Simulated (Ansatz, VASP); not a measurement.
## CdCuH4: VASP beside Ansatz

```
CELL_PARAMETERS angstrom
3.18176 0.00000 0.00000
0.00000 3.18176 0.00000
0.00000 0.00000 6.13052
ATOMIC_POSITIONS crystal
Cd 0.50000 0.50000 0.50000
Cu 0.00000 0.00000 0.00000
H 0.00000 0.00000 0.74025
H 0.50000 0.00000 0.00000
H 0.00000 0.50000 0.00000
H 0.00000 0.00000 0.25975
```

Alike in both runs: functional PBE; k mesh 12 × 12 × 6; occupations gaussian, width 0.1 eV; no spin polarisation.

Ansatz relaxed the structure, and its values are those at the end. VASP's run is a single point on that final structure, the one shown.

|  | VASP | Ansatz |
| --- | --- | --- |
| version | VASP 6.6.1 | Ansatz 0.2.0 |
| potentials or method | VASP PAW PBE potentials, release 64 (Cd, Cu, H) | scalar-relativistic, plane waves, PAW |
| plane-wave cutoff (eV) | 520 | 420 |
| valence electrons in the cell | 27 | 43 |

|  | VASP | Ansatz | Ansatz less VASP |
| --- | --- | --- | --- |
| gap on the k mesh at the Fermi level (eV) | none | none | - |
| pressure (GPa) | 0.2 | 0.0 | -0.17 |
| rms of the force components (eV/Å) | 0.014 | 0.000 | -0.0139 |

A gap of «none» marks a metal or a gap that the smearing closes. The two sets of potentials don't hold the same shells in valence.
